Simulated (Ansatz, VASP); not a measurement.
**Cross-check of PtSe2 (Sudovikovite) between VASP and Ansatz**

Aim: how closely do two programs agree when they are given the same cell, functional and k mesh? The cell is taken from a series of VASP runs on this material, whose earlier steps may have relaxed, scaled or displaced it; both programs get it as it stands.

Calculated with Ansatz 0.2.0; plane waves, with VASP 6.6.1 beside it; zone-centre phonons at LDA.

**1. The starting structure**

It takes space group P-3m1 (No. 164, trigonal). Conventional cell: a = 3.740 Å, b = 3.740 Å, c = 4.788 Å, α = 90.00°, β = 90.00°, γ = 120.00°. Nearest to Pt lie 6 Se at 2.50 Å. Se has 3 Pt at 2.50 Å nearest. Farther neighbours and most contacts between anions are not listed.

**2. Ansatz: zone-centre phonons, LDA**

Ansatz runs on its default PAW (the set named soft_2) files.

Second derivatives magnify differences that forces hide, and they need a tight electronic threshold.

Input file input.yaml:

```yaml
crystal:
  lattice:
    - [3.7403324055, 0.0, 0.0]
    - [-1.8701662028, 3.2392228818, 0.0]
    - [0.0, 0.0, 4.7881194269]
  atoms:
    - { symbol: Pt, position: [0.0, 0.0, 0.0] }
    - { symbol: Se, position: [0.3333333333, 0.6666666667, 0.2644490384] }
    - { symbol: Se, position: [0.6666666667, 0.3333333333, 0.7355509616] }
hamiltonian:
  xc: lda
  pseudopotentials: { kind: paw }
kpoints:
  mp_grid: { grid: [12, 12, 8] }
scf:
  occupations: { method: methfessel_paxton, width: 0.2 }
phonons:
  method: dfpt
  qpoints: [[0, 0, 0]]
```

Run with:

```
ansatz run input.yaml --threads 4 --pin off --max-ram 9216MiB --backend cpu --events-out ev --progress --plain --runs-dir out
```

Numbers of over 12 decimals in the logs are rounded to 6 here.

Output:

```text
Engine: ansatz 0.2.0, aarch64-unknown-linux-gnu
Pseudopotentials: kind: paw
Pseudopotential: Pt, paw, valence charge 18, recommended cutoff 420 eV (normal), Pt.paw.azcp
Pseudopotential: Se, paw, valence charge 16, recommended cutoff 420 eV (normal), Se.paw.azcp
Functional definition: SPW92
  exchange = slater_x
  correlation = pw_c
Crystal: 3 atoms, lattice volume = 58.012 Å³
Basis set: ecut = 420 eV, 1121 PW (Γ), exchange–correlation on 54×54×72 points (8 copies of the dense FFT grid, shifted against one another)
Bands: 30, of which v1, the nominal top of the filled ones, is band 25 counted from 1 (24 counted from 0)
Symmetry: 12 space group operations
k-points: 320 of 1152 (irreducible under 2 space group operations, time reversal used)
Non-local potential: Pt, projectors of the file, l = 0: 3, l = 1: 2, l = 2: 2, l = 3: 1
Non-local potential: Se, projectors of the file, l = 0: 2, l = 1: 2, l = 2: 3, l = 3: 1
PAW form: soft (Blöchl's): semilocal exchange-correlation on the pseudo side does not see the compensation charge
PAW frozen core: Pt, regenerated for the run's functional, and the local potential with it (the file was generated under x = pbe(κ = 0.804, μ = 0.219515), c = pbe(β = 0.066725))
PAW frozen core: Se, regenerated for the run's functional, and the local potential with it (the file was generated under x = pbe(κ = 0.804, μ = 0.219515), c = pbe(β = 0.066725))
PAW one-centre angular grid: Pt, 590 points (default); XC on 64 Gauss nodes
PAW one-centre angular grid: Se, 590 points (default); XC on 64 Gauss nodes
Initial density: superposition of atomic densities (neutral atoms: chi_scale 0, normalization atom), corrected by the library's trained network
Initial wavefunctions: pseudopotential atomic-orbital guess
Functional: x = slater, c = lda
SCF iter   1: F=—  HF=-23012.777445 eV  |F-HF|=—  |Δ(HF+E_count)|=         —  Δρ=5.24e-3  dr2=8.66e-3  ethr=1.77e-3  ⟨swp⟩=5.1  Hψ=36019  notcnv=0
preconditioner: auto → LDOS  [metal: Δε(μ)=0.061 eV  Ē_g=10.196 eV  σ=0.200 eV  W_gap=0.26  n_scr=22 (ndim 8)  ℏωp=22.9 eV  f_vac=0.020  D(μ)=0.81/eV (n_scr^D=2)  β→1.0]
SCF iter   2: F=—  HF=-23012.777366 eV  |F-HF|=—  |Δ(HF+E_count)|=   7.94e-5  S|Δr|=    0.00e0  Δρ=1.67e-3  dr2=2.21e-3  ethr=1.73e-5  ⟨swp⟩=2.0  Hψ=18882  notcnv=0  defer=1
SCF iter   3: F=—  HF=-23012.776575 eV  |F-HF|=—  |Δ(HF+E_count)|=   7.91e-4  S|Δr|=    0.00e0  Δρ=4.67e-4  dr2=2.15e-4  ethr=4.42e-6  ⟨swp⟩=2.0  Hψ=17037  notcnv=0  defer=1
SCF iter   4: F=—  HF=-23012.776486 eV  |F-HF|=—  |Δ(HF+E_count)|=   8.90e-5  S|Δr|=    0.00e0  Δρ=8.83e-5  dr2=2.95e-6  ethr=4.29e-7  ⟨swp⟩=3.0  Hψ=17636  notcnv=0  defer=1
SCF iter   5: F=—  HF=-23012.776486 eV  |F-HF|=—  |Δ(HF+E_count)|=   1.20e-7  S|Δr|=    0.00e0  Δρ=2.23e-5  dr2=2.87e-7  ethr=5.90e-9  ⟨swp⟩=3.0  Hψ=17907  notcnv=0  defer=1
SCF iter   6: F=—  HF=-23012.776486 eV  |F-HF|=—  |Δ(HF+E_count)|=   5.80e-8  S|Δr|=    0.00e0  Δρ=4.35e-6  dr2=9.60e-9  ethr=5.73e-10  ⟨swp⟩=2.5  Hψ=15961  notcnv=0  defer=1
SCF iter   7: F=—  HF=-23012.776486 eV  |F-HF|=—  |Δ(HF+E_count)|=  3.42e-10  S|Δr|=    0.00e0  Δρ=1.02e-6  dr2=5.28e-10  ethr=1.92e-11  ⟨swp⟩=2.5  Hψ=15406  notcnv=0  defer=1
SCF iter   8: F=—  HF=-23012.776486 eV  |F-HF|=—  |Δ(HF+E_count)|=  1.82e-11  S|Δr|=    0.00e0  Δρ=1.98e-7  dr2=1.67e-11  ethr=1.06e-12  ⟨swp⟩=2.1  Hψ=15804  notcnv=0  defer=1
SCF iter   9: F=-23012.776486 eV  HF=-23012.776486 eV  |F-HF|=3.64e-12  |Δ(HF+E_count)|=  7.28e-12  S|Δr|=    0.00e0  Δρ=2.51e-8  dr2=2.22e-13  ethr=1.00e-12  ⟨swp⟩=6.0  Hψ=40341  notcnv=0
SCF 1 converged in 9 iterations: F = -23012.776486 eV  dr2 = 2.22e-13
  greatest PAW one-centre occupation: 1.000 electrons in one spin orbital (limit 2), on the Se atom at site 2 (counted from 0), in its partial waves of l = 2
DFPT response loops at Γ: preconditioner auto → Kerker (q_TF=auto, 2.662 Å⁻¹) (partly filled bands, converged f_vac=0.016); β = 1.00, the filter's whole step (`scf.mixing.beta` (0.50) is not read by the response loops under this deck's `scf.mixing.preconditioner`; to damp them name `kerker` or `kerker_dos`, under which they read `scf.mixing.beta`, and type it under 1.00, their step now; both keys bind the ground state too); Broyden in place of MSR1
SCF converged after 9 iterations
Stability not checked: this state was not tested for a lower state beside it, because cold or Methfessel-Paxton smearing, or corrected tetrahedra, fill the levels in a way that the test cannot read (fill_not_monotonic; see scf.lower_state_search)
Free energy (F): -23012.776486 eV
Harris-Foulkes:  -23012.776486 eV  (|F-HF|=3.64e-12)
Internal energy: -23012.776672 eV  (E = F + TS)
E sigma→0 (E₀):  -23012.776533 eV
Entropy (-TS):   0.000186 eV (0.062 meV/atom)
Fermi energy:    13.816829 eV
--- Per-component energies (eV) ---
  E_band       = -935.861610
  E_kinetic    = 877.716431
  E_local      = -6434.562213  (includes V_loc(G=0)·N_el)
  E_nonlocal   = -969.435073
  E_hartree    = 2981.673871
  E_xc         = -468.791280
  E_vxc        = -501.328270  (∫ρ·V_xc dr)
  E_paw        = -12833.401850  (= ΣΔE_a)
  E_vpaw       = 128.400802  (= ΣTr[D̂ρ^β])
  E_aug_tail   = -0.001038  (compensation charges beyond the density's cutoff)
  E_ewald      = -6170.874114
  E_core_change = 4.898594  (= ΣΔE_core)
  E_smearing   = 0.000186  (= −TS)
  E_closure    = -0.000000  (closes the sum)
  Σ components = -23012.776486   (vs F -23012.776486, Δ=0.00e0)
--- Band table (eV; the first three rows and the last of 320) ---
  k-point 0: bands = [... 21 lower, 11.3009, 12.7899, 12.7899, 14.6298, 14.9353, 14.9353, 17.0104, 17.9302, ... 1 higher]
  k-point 1: bands = [... 21 lower, 11.2895, 12.6594, 12.6594, 14.1471, 15.1306, 15.1306, 17.1839, 18.3940, ... 1 higher]
  k-point 2: bands = [... 21 lower, 11.2327, 12.3922, 12.3922, 13.2006, 15.5770, 15.5770, 17.6834, 19.2753, ... 1 higher]
  k-point 319: bands = [... 21 lower, 10.4458, 10.6986, 11.0632, 11.6606, 15.5351, 15.9115, 19.6951, 20.1816, ... 1 higher]
--- Phonons (Γ-DFPT): 4 representative perturbations + reference, on 320 of 1152 k-points (Σ response iterations 12) ---
  k mesh reduced under 2 symmetry operations, with k and −k counted as one. Each operation leaves every solved perturbation unchanged. A smaller set is not used because it would not reduce the number of displacements times k-points to solve
  ASR residual: 7.681e-5 → 0.000e0 eV/Å²; symmetrization residual: 1.666e-5 eV/Å²
  ASR residual per site (eV/Å²): 7.68e-5 6.16e-5 6.16e-5
  Γ frequencies (cm⁻¹): 0.00 0.00 0.00 163.55 163.55 205.31 216.29 216.29 219.26
  non-analytic LO–TO correction: not included (Born effective charges unavailable; polar crystals: no LO–TO splitting at Γ)
--- Phonons (arbitrary-q DFPT): 1 explicit q-point ---
  q = [0, 0, 0] (of the zone-centre solve; hermiticity 1.28e-6, symmetrization 7.67e-7): -0.00 -0.00 0.00 163.55 163.55 205.31 216.29 216.29 219.26
  sum rule: each row above includes the acoustic sum rule's correction from the zone centre's row sums; it moved no ω² by more than (0.46 cm⁻¹)²
```

It took 59 s on 4 threads of Arm Neoverse V2, shared host; peak memory 1.8 GiB.

In the SCF lines HF is the Harris–Foulkes energy and dr2 the Hartree energy of the density residual, in eV; the loop may stop once dr2 is under the threshold and the program's other checks hold. Hψ counts applications of the Hamiltonian.

[end of part 1 of 2]

[Lines on the potential files, build, host, timing and source positions are cut from VASP's logs without a mark.]

[Logs are printed without paths, hosts, clocks, repeated set-up lines and the standing remarks that a program may print on its own settings, such as how far it seeks lower states.]

[Hosts, paths, dates, database ids (printed as entryN), source tags and the programs' standing remarks are cut or masked in the printed files.]
